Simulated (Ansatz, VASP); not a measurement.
# TiHg in two plane-wave programs, part 2 of 2

One calculation is typed for both programs; each brings its own data sets. How far apart do they land? The cell is taken from a series of runs on this material, whose earlier steps may have relaxed, scaled, displaced or heated it; both programs get it as it stands.

VASP 6.6.1 and Ansatz 0.2.0.

So far: The structure; Ansatz: relaxation of cell and atoms, PBEsol.

## Step 3: VASP: relaxation of cell and atoms, PBEsol

Level of this step: PBEsol, spin-polarised from a ferromagnetic start; plane waves and PAW (Ti_sv, Hg) (VASP).

The same cell, functional, mesh and smearing now go to VASP, with its own data sets.

Lines of VASP's logs that name or quote its potential files are left out, and so is its time.

File INCAR:

```
SYSTEM = TiHg
PREC = Accurate
ENCUT = 500
EDIFF = 1E-07
NELM = 200
ISMEAR = 0
SIGMA = 0.15
LREAL = .FALSE.
ALGO = Normal
GGA = PS
NBANDS = 20
ISPIN = 2
MAGMOM = 0.34 0.01
LASPH = .TRUE.
LMAXMIX = 4
LORBIT = 11
LWAVE = .FALSE.
LCHARG = .FALSE.
ISIF = 3
IBRION = 2
NSW = 80
EDIFFG = -0.005
GGA_COMPAT = .FALSE.
NELMIN = 4
KPAR = 2
```

File POSCAR:

```
TiHg
1.0
    2.9654040000      0.0000000000      0.0000000000
    0.0000000000      2.9654040000      0.0000000000
    0.0000000000      0.0000000000      4.0645320000
Ti Hg
1 1
Direct
    0.5000000000      0.5000000000      0.5000000000
    0.0000000000      0.0000000000      0.0000000000
```

File KPOINTS:

```
Automatic mesh
0
Gamma
10 10 8
0 0 0
```

PAW data sets: Ti_sv and Hg (PBE family, release 64).

Launch:

```console
mpirun -np 2 vasp_std
```

Numbers of over 12 decimals in the logs are rounded to 6 here.

Log:

```text
[banner, memory and clock lines left out]
running    2 mpi-ranks, on    1 nodes
 distrk:  each k-point on    1 cores,    2 groups
 distr:  one band on    1 cores,    1 groups

 POSCAR found type information on POSCAR TiHg
 POSCAR found :  2 types and       2 ions
|                                                                             |
|               ----> ADVICE to this user running VASP <----                  |
|                                                                             |
|     You enforced a specific xc type in the INCAR file but a different       |
|     [... a line on the potential file left out ...]
|     I HOPE YOU KNOW WHAT YOU ARE DOING!                                     |
|                                                                             |

 LDA part: xc-table for (Slater+PW92), standard interpolation
 POSCAR, INCAR and KPOINTS ok, starting setup
 FFT: planning ... GRIDC
 FFT: planning ... GRID_SOFT
 FFT: planning ... GRID
 WAVECAR not read
 entering main loop
       N       E                     dE             d eps       ncg     rms          rms(c)
DAV:   1     0.235922353246E+03    0.23592E+03   -0.12207E+04  8440   0.133E+03
DAV:   2     0.555668891194E+01   -0.23037E+03   -0.22322E+03  8508   0.384E+02
DAV:   3    -0.100385256085E+02   -0.15595E+02   -0.15354E+02 13804   0.929E+01
DAV:   4    -0.104971765524E+02   -0.45865E+00   -0.45598E+00  9836   0.128E+01
DAV:   5    -0.105064362260E+02   -0.92597E-02   -0.92577E-02  9664   0.169E+00    0.111E+01
DAV:   6    -0.929677991400E+01    0.12097E+01   -0.38172E+00  9156   0.195E+01    0.408E+00
DAV:   7    -0.919975421923E+01    0.97026E-01   -0.54165E-01  9584   0.666E+00    0.388E+00
DAV:   8    -0.917654419673E+01    0.23210E-01   -0.82318E-02  9652   0.261E+00    0.164E+00
DAV:   9    -0.917389941665E+01    0.26448E-02   -0.11573E-02  9584   0.112E+00    0.204E-01
DAV:  10    -0.917415913922E+01   -0.25972E-03   -0.78671E-04 11352   0.209E-01    0.115E-01
DAV:  11    -0.917442202167E+01   -0.26288E-03   -0.27581E-04 10356   0.916E-02    0.822E-02
DAV:  12    -0.917470470721E+01   -0.28269E-03   -0.33626E-04  9320   0.888E-02    0.659E-02
DAV:  13    -0.917481259935E+01   -0.10789E-03   -0.58366E-05  9800   0.357E-02    0.627E-02
DAV:  14    -0.917505877665E+01   -0.24618E-03   -0.38875E-04  9136   0.851E-02    0.477E-02
DAV:  15    -0.917522620814E+01   -0.16743E-03   -0.55587E-04  9172   0.103E-01    0.231E-02
DAV:  16    -0.917524870648E+01   -0.22498E-04   -0.16571E-04 10144   0.584E-02    0.860E-03
DAV:  17    -0.917524756004E+01    0.11464E-05   -0.39311E-05  8888   0.330E-02    0.908E-03
DAV:  18    -0.917524994727E+01   -0.23872E-05   -0.39300E-05  8884   0.281E-02    0.511E-03
DAV:  19    -0.917525089000E+01   -0.94273E-06   -0.74583E-06  8872   0.137E-02    0.124E-03
DAV:  20    -0.917525099536E+01   -0.10536E-06   -0.49150E-07  7780   0.358E-03    0.320E-04
DAV:  21    -0.917525099345E+01    0.19168E-08   -0.14891E-08  5028   0.918E-04
   1 F= -.91752510E+01 E0= -.91616671E+01  d E =-.917525E+01  mag=     0.4557
[...]
2 F= -.91752985E+01 E0= -.91617245E+01  d E =-.475516E-04  mag=     0.4788
[...]
3 F= -.91755294E+01 E0= -.91619579E+01  d E =-.278382E-03  mag=     0.4679
[...]
4 F= -.91755585E+01 E0= -.91619879E+01  d E =-.291725E-04  mag=     0.4718
 trial-energy change:   -0.000029  1 .order   -0.000029   -0.000033   -0.000025
 step:   3.5960(harm=  3.5960)  dis= 0.00000  next Energy=    -9.175595 (dE=-0.656E-04)
 bond charge predicted
       N       E                     dE             d eps       ncg     rms          rms(c)
DAV:   1    -0.917650772055E+01   -0.94918E-03   -0.46619E-02  9180   0.224E+00    0.213E-01
DAV:   2    -0.917585415237E+01    0.65357E-03   -0.11614E-03  8976   0.267E-01    0.104E-01
DAV:   3    -0.917560025068E+01    0.25390E-03   -0.37521E-04  9804   0.148E-01    0.266E-02
DAV:   4    -0.917559694162E+01    0.33091E-05   -0.27745E-05  9200   0.459E-02    0.153E-02
DAV:   5    -0.917559543514E+01    0.15065E-05   -0.40380E-06  9804   0.155E-02    0.636E-03
DAV:   6    -0.917559547341E+01   -0.38267E-07   -0.47939E-07  9188   0.470E-03
   5 F= -.91755955E+01 E0= -.91620213E+01  d E =-.660984E-04  mag=     0.4825
 curvature:  -1.85 expect dE=-0.176E-05 dE for cont linesearch -0.191E-07
 trial: gam= 0.06735 g(F)=  0.447E-62 g(S)=  0.951E-06 ort =-0.622E-06 (trialstep = 0.144E+01)
 search vector abs. value=  0.104E-05
 reached required accuracy - stopping structural energy minimisation
```

OUTCAR, selected parts (step 3):

```text
ion  position               nearest neighbor table
   1  0.500  0.500  0.500-   2 2.92   2 2.92   2 2.92   2 2.92   2 2.92   2 2.92   2 2.92   2 2.92

  LATTYP: Found a simple tetragonal cell.
 ALAT       =     2.9654040000
 C/A-ratio  =     1.3706503397

 Subroutine GETGRP returns: Found 16 space group operations
 (whereof 16 operations were pure point group operations)

The static configuration has the point symmetry D_4h.

 Found    105 irreducible k-points:

   k-points           NKPTS =    105   k-points in BZ     NKDIM =    105   number of bands    NBANDS=     20

   dimension x,y,z NGX =    24 NGY =   24 NGZ =   30
   dimension x,y,z NGXF=    48 NGYF=   48 NGZF=   60

   ENCUT  =  500.0 eV  36.75 Ry    6.06 a.u.   5.41  5.41  7.41*2*pi/ulx,y,z

   NELECT =      24.0000    total number of electrons

 k-points in reciprocal lattice and weights: Automatic mesh
   0.00000000  0.00000000  0.00000000       0.001
   0.10000000  0.00000000  0.00000000       0.005
   0.20000000  0.00000000  0.00000000       0.005
   0.30000000  0.00000000  0.00000000       0.005
   0.40000000  0.00000000  0.00000000       0.005
   0.50000000  0.00000000  0.00000000       0.003
   0.10000000  0.10000000  0.00000000       0.005
   0.20000000  0.10000000  0.00000000       0.010
   0.30000000  0.10000000  0.00000000       0.010
[...]
0.50000000  0.40000000  0.50000000       0.005
   0.50000000  0.50000000  0.50000000       0.001

 average (electrostatic) potential at core
       1 -74.3134       2 -37.2738

 E-fermi :   6.5195

 spin component 1
 k-point     1 :       0.0000    0.0000    0.0000
  band No.  band energies     occupation
    ...
      8      -0.5464      1.00000
      9      -0.5464      1.00000
     10      -0.0348      1.00000
     11       5.6998      1.00000
     12       5.9571      1.00000
     13       7.4788      0.00000
     14       8.3940      0.00000
     15       8.3940      0.00000
     16       8.9658      0.00000
     17      13.7941      0.00000
    ...

 k-point     2 :       0.1000    0.0000    0.0000
  band No.  band energies     occupation
    ...
      8      -0.6476      1.00000
      9      -0.5281      1.00000
     10      -0.1086      1.00000
     11       5.7519      1.00000
     12       6.0343      1.00000
     13       6.9232      0.00007
     14       8.3758      0.00000
     15       8.7995      0.00000
     16       9.1697      0.00000
     17      13.3317      0.00000
    ...

 k-point     3 :       0.2000    0.0000    0.0000
  band No.  band energies     occupation
    ...
      9      -0.4799      1.00000
     10      -0.2958      1.00000
     11       5.7730      1.00000
     12       6.2395      0.99586
     13       6.2782      0.98857
     14       8.3273      0.00000
     15       8.4133      0.00000
     16      10.5035      0.00000
     17      11.5949      0.00000
     18      14.1800      0.00000
    ...

 k-point     4 :       0.3000    0.0000    0.0000
  band No.  band energies     occupation
    ...
      9      -0.5167      1.00000
     10      -0.4193      1.00000
     11       5.6869      1.00000
     12       5.7036      1.00000
     13       6.1903      0.99905
     14       8.0038      0.00000
     15       8.2656      0.00000
     16      10.1004      0.00000
     17      12.0998      0.00000
     18      14.0553      0.00000
    ...

 k-point     5 :       0.4000    0.0000    0.0000
  band No.  band energies     occupation
    ...
      9      -0.3694      1.00000
     10       0.9278      1.00000
     11       4.6797      1.00000
     12       5.3611      1.00000
     13       5.8463      1.00000
     14       7.7102      0.00000
     15       8.2143      0.00000
     16       9.8487      0.00000
     17      13.8884      0.00000
     18      14.1235      0.00000
    ...

 k-point     6 :       0.5000    0.0000    0.0000
  band No.  band energies     occupation
    ...
      9      -0.3501      1.00000
     10       2.5440      1.00000
     11       3.0367      1.00000
     12       5.2430      1.00000
     13       5.8103      1.00000
     14       7.6049      0.00000
     15       8.1944      0.00000
     16       9.9756      0.00000
     17      14.2674      0.00000
     18      15.5624      0.00000
    ...

  Total        0.0032886      0.0032886      0.0042176      0.0000000     -0.0000000      0.0000000
  in kB        0.1467393      0.1467393      0.1881929      0.0000000     -0.0000000      0.0000000
  external PRESSURE =       0.1605572 kB  Pullay stress =       0.0000000 kB

  energy-cutoff  :      500.00
  volume of cell :       35.91
      direct lattice vectors                 reciprocal lattice vectors
     2.974632889  0.000000000 -0.000000000     0.336175937  0.000000000  0.000000000
     0.000000000  2.974632889 -0.000000000     0.000000000  0.336175937  0.000000000
     0.000000000 -0.000000000  4.057979941     0.000000000  0.000000000  0.246428029

 POSITION                                       TOTAL-FORCE (eV/Angst)
 -----------------------------------------------------------------------------------
      1.48732      1.48732      2.02899         0.000000      0.000000      0.000000
      0.00000      0.00000      0.00000         0.000000     -0.000000      0.000000
 -----------------------------------------------------------------------------------
    total drift:                                0.000000      0.000000     -0.000000

  FREE ENERGIE OF THE ION-ELECTRON SYSTEM (eV)
  ---------------------------------------------------
  free  energy   TOTEN  =        -9.1755954734 eV

  energy  without entropy=       -9.1484471543  energy(sigma->0) =       -9.16202131

 reached required accuracy - stopping structural energy minimisation

 total charge
# of ion       s       p       d       tot
------------------------------------------
    1        2.177   6.095   1.896  10.168
    2        0.847   0.632   9.218  10.697
--------------------------------------------------
tot          3.024   6.727  11.114  20.865

 magnetization (x)
# of ion       s       p       d       tot
------------------------------------------
    1        0.004   0.011   0.340   0.355
    2       -0.005   0.005   0.013   0.013
--------------------------------------------------
tot         -0.001   0.016   0.353   0.369

[... 6 further parts left out ...]
```

CONTCAR:

```
TiHg
   1.00000000000000
     2.9746328893070570    0.0000000000000000   -0.0000000000000000
     0.0000000000000000    2.9746328893070570   -0.0000000000000000
     0.0000000000000000   -0.0000000000000000    4.0579799406680950
  Ti              Hg
     1     1
Direct
     0.5000000000000000    0.5000000000000000    0.5000000000000000
     0.0000000000000000    0.0000000000000000    0.0000000000000000
```

## Step 4: Comparison

Known differences besides the potentials themselves: VASP starts from the moments at which Ansatz ended; the data sets hold 32 valence electrons in Ansatz (on its default PAW (the set named soft_2) files) and 24 in VASP; the cutoff is 420 eV in Ansatz and 500 eV in VASP; Ansatz makes its cores anew for this functional, VASP keeps those of its PBE data sets; Ansatz adds a Pulay correction to the stress that steers its cell, VASP none; site moments are counted in spheres of each program's own size. Total energies have different zeros and are not compared.

The two programs side by side:

| quantity | Ansatz | VASP | difference |
| --- | --- | --- | --- |
| volume (Å³) | 35.74 | 35.91 | -0.47 % |
| edge a after relaxation, in the typed setting (Å) | 2.965 | 2.975 | -0.33 % |
| edge c after relaxation, in the typed setting (Å) | 4.066 | 4.058 | +0.19 % |
| total moment (μB) | 0.44 | 0.48 | -0.05 |
| moment on Ti1 (μB) | 0.34 | 0.35 | -0.02 |

## Step 5: Outcome

| Property | Result |
| --- | --- |
| difference in volume (relaxation of cell and atoms, PBEsol) | -0.47 % |

In words: The difference in volume is -0.47 % (relaxation of cell and atoms, PBEsol), within the 1.2 % picked in this series as the mark of a large difference, as far as the stopping tolerances let one tell. The data sets hold unlike numbers of valence electrons (32 in Ansatz and 24 in VASP), so part of the differences comes from the potentials. How closely two codes agree says nothing of how well the functional describes the real material.

[Lines on the potential files, build, host, timing and source positions are cut from VASP's logs without a mark.]

[Logs are printed without paths, hosts, clocks, repeated set-up lines and the standing remarks that a program may print on its own settings, such as how far it seeks lower states.]

[Hosts, paths, dates, database ids (printed as entryN), source tags and the programs' standing remarks are cut or masked in the printed files.]
